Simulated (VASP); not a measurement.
Input of a VASP 6.6.1 run:

File INCAR:

```
  PREC = Accurate
  ENCUT = 450
  EDIFF = 1E-6
  ISMEAR = 0
  SIGMA = 0.02
  LREAL = F
  LASPH = T
  NELM = 100
  ALGO = Normal
  ISIF = 2
  LWAVE = F
  LCHARG = T
  METAGGA = R2SCAN
  LMIXTAU = T
  LELF = T
  LVHAR = T
  LVACPOTAV = T
  NBANDS = 8
```

File KPOINTS:

```
regular mesh
0
Gamma
  1 1 1
```

The input POSCAR:

```
H
1.0
   10.0000000000      0.0000000000      0.0000000000
    0.0000000000     10.0000000000      0.0000000000
    0.0000000000      0.0000000000     10.0000000000
H
2
Direct
    0.5000000000      0.5000000000      0.4650000000
    0.5000000000      0.5000000000      0.5350000000
```

Potentials or basis: VASP PAW PBE potentials, release 64 (H).

Run with:

```console
$ cat potpaw_PBE.64/H/POTCAR > POTCAR
$ mpirun -np 1 vasp_std > vasp.out
```

Predict the largest force.

1.736 eV/Å.

Predict the gap between the frontier levels.

11.16 eV.

Forces on the atoms (eV/Å):
```
H    0.000  0.000 -1.736
H    0.000  0.000  1.736
```

Caveat: the PAW data sets were made with another functional, which shifts forces and pressure a little. r2SCAN opens gaps a little over a GGA but as a rule still falls short of measured ones.
